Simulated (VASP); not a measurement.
Computed with LDA (Ceperley-Alder, Perdew-Zunger), VASP's LDA PAW potentials (set 64) (plane waves; VASP 6.6.1).

Input for VASP

**KPOINTS**
```
kpoints
0
gamma
  6 6 6
```

File POSCAR:
```
CsI
1
    4.4084292742     0.0000000000     0.0000000000
    0.0000000000     4.4084292742     0.0000000000
    0.0000000000     0.0000000000     4.4084292742
Cs I
1 1
Direct
  0.0000000000   0.0000000000   0.0000000000
  0.5000000000   0.5000000000   0.5000000000
```

### INCAR
```
SYSTEM = CsI
PREC = Accurate; ENCUT = 530; LREAL = .FALSE.
LASPH = .TRUE.
EDIFF = 1E-7; NELM = 100; ALGO = Normal
LMAXMIX = 4
ISMEAR = 0; SIGMA = 0.05
IBRION = 6; NSW = 1; ISIF = 3
POTIM = 0.015; NFREE = 2
LWAVE = .FALSE.; LCHARG = .FALSE.
```

POTCAR, in this order: Cs_sv I (LDA.64 set). Program: vasp_std.

Output

OUTCAR:
```
 ion  position               nearest neighbor table
   1  0.000  0.000  0.000-
   2  0.500  0.500  0.500-
  LATTYP: Found a simple cubic cell.
 ALAT       =     4.4084292742
 Subroutine PRICEL returns:
 Original cell was already a primitive cell.
 Subroutine GETGRP returns: Found 48 space group operations
The static configuration has the point symmetry O_h .
The dynamic configuration has the point symmetry O_h .
 Subroutine INISYM returns: Found 48 space group operations
 Subroutine IBZKPT returns following result:
 Found     20 irreducible k-points:

 Following reciprocal coordinates:
            Coordinates               Weight
  0.000000  0.000000  0.000000      1.000000
  0.166667  0.000000  0.000000      6.000000
  0.333333  0.000000  0.000000      6.000000
  0.500000  0.000000  0.000000      3.000000
  0.166667  0.166667  0.000000     12.000000
  0.333333  0.166667  0.000000     24.000000
  0.500000  0.166667  0.000000     12.000000
  0.333333  0.333333  0.000000     12.000000
  0.500000  0.333333  0.000000     12.000000
  0.500000  0.500000  0.000000      3.000000
  0.166667  0.166667  0.166667      8.000000
  0.333333  0.166667  0.166667     24.000000
  0.500000  0.166667  0.166667     12.000000
  0.333333  0.333333  0.166667     24.000000
  0.500000  0.333333  0.166667     24.000000
  0.500000  0.500000  0.166667      6.000000
  0.333333  0.333333  0.333333      8.000000
  0.500000  0.333333  0.333333     12.000000
  0.500000  0.500000  0.333333      6.000000
  0.500000  0.500000  0.500000      1.000000
 Subroutine IBZKPT_HF returns following result:
   k-points           NKPTS =     20   k-points in BZ     NKDIM =     20   number of bands    NBANDS=     12
   number of dos      NEDOS =    301   number of ions     NIONS =      2
   total plane-waves  NPLWV =  46656
...
```

**OUTCAR**
```


   1 f  =    2.048829 THz    12.873174 2PiTHz   68.341587 cm-1     8.473273 meV
             X         Y         Z           dx          dy          dz
      0.000000  0.000000  0.000000     0.699721   -0.000000    0.000000
      2.204215  2.204215  2.204215    -0.714416    0.000000   -0.000000

   2 f  =    2.048829 THz    12.873174 2PiTHz   68.341587 cm-1     8.473273 meV
             X         Y         Z           dx          dy          dz
      0.000000  0.000000  0.000000    -0.000000   -0.000000   -0.699721
      2.204215  2.204215  2.204215     0.000000    0.000000    0.714416

   3 f  =    2.048829 THz    12.873174 2PiTHz   68.341587 cm-1     8.473273 meV
             X         Y         Z           dx          dy          dz
      0.000000  0.000000  0.000000    -0.000000   -0.699721    0.000000
      2.204215  2.204215  2.204215     0.000000    0.714416    0.000000

   4 f/i=    0.002354 THz     0.014790 2PiTHz    0.078516 cm-1     0.009735 meV
             X         Y         Z           dx          dy          dz
      0.000000  0.000000  0.000000    -0.465202   -0.417305   -0.346172
      2.204215  2.204215  2.204215    -0.455633   -0.408721   -0.339051

   5 f/i=    0.002354 THz     0.014790 2PiTHz    0.078516 cm-1     0.009735 meV
             X         Y         Z           dx          dy          dz
      0.000000  0.000000  0.000000     0.377454   -0.576704    0.187968
      2.204215  2.204215  2.204215     0.369689   -0.564841    0.184101

   6 f/i=    0.002354 THz     0.014790 2PiTHz    0.078516 cm-1     0.009735 meV
             X         Y         Z           dx          dy          dz
      0.000000  0.000000  0.000000    -0.389239   -0.060498    0.596007
      2.204215  2.204215  2.204215    -0.381232   -0.059254    0.583747

 ELASTIC MODULI CONTR FROM IONIC RELAXATION (kBar)
 Direction    XX          YY          ZZ          XY          YZ          ZX
 --------------------------------------------------------------------------------
 XX           0.0000      0.0000      0.0000      0.0000      0.0000      0.0000
 YY           0.0000      0.0000      0.0000      0.0000      0.0000      0.0000
 ZZ           0.0000      0.0000      0.0000      0.0000      0.0000      0.0000
 XY           0.0000      0.0000      0.0000      0.0000      0.0000      0.0000
 YZ           0.0000      0.0000      0.0000      0.0000      0.0000      0.0000
 ZX           0.0000      0.0000      0.0000      0.0000      0.0000      0.0000
 --------------------------------------------------------------------------------

 TOTAL ELASTIC MODULI (kBar)
 Direction    XX          YY          ZZ          XY          YZ          ZX
 --------------------------------------------------------------------------------
 XX         295.4710    105.1546    105.1546     -0.0000      0.0000     -0.0000
 YY         105.1546    295.4710    105.1546      0.0000     -0.0000     -0.0000
 ZZ         105.1546    105.1546    295.4710     -0.0000      0.0000     -0.0000
 XY          -0.0000      0.0000     -0.0000    106.0748      0.0000      0.0000
 YZ           0.0000     -0.0000      0.0000      0.0000    106.0748      0.0000
 ZX          -0.0000     -0.0000     -0.0000      0.0000      0.0000    106.0748
 --------------------------------------------------------------------------------
```
(Selected blocks of OUTCAR.)

The compound is CsI in the CsCl type structure. It was relaxed first, which changed the volume by -10 %.
